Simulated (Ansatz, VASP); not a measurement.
**Zr3MoF in VASP and in Ansatz**

```xyz
5
Lattice="5.0644 0.0000 0.0000 0.0000 5.0644 0.0000 0.0000 0.0000 5.0644" Properties=species:S:1:pos:R:3 pbc="T T T"
Zr    2.5322    0.0000    0.0000
Zr    0.0000    2.5322    0.0000
Zr    0.0000    0.0000    2.5322
Mo    0.0000    0.0000    0.0000
F     2.5322    2.5322    2.5322
```

Change from the starting cell: species swapped into the RbCaBr3 type (Pm-3m, No. 221).

Alike in both runs: functional PBE; k mesh 8 × 8 × 8; occupations gaussian, width 0.1 eV; no spin polarisation.

Ansatz relaxed the structure, and its values are those at the end. VASP's run is a single point on that final structure, the one shown.

```csv
,VASP,Ansatz
version,VASP 6.6.1,Ansatz 0.2.0
potentials or method,"VASP PAW PBE potentials, release 64 (Zr_sv, Mo_sv, F)","scalar-relativistic, plane waves, PAW"
plane-wave cutoff (eV),520,420
valence electrons in the cell,57,57
```

```tsv
	VASP	Ansatz	Ansatz less VASP
gap on the k mesh at the Fermi level (eV)	none	none	-
pressure (GPa)	0.1	0.0	-0.07
```

A gap of «none» marks a metal or a gap that the smearing closes. The functional is the same, so the differences come from potentials, cutoffs and numerics.

Caveats: an odd number of electrons without spin polarisation forces a metal; a magnetic or distorted state may lie lower.
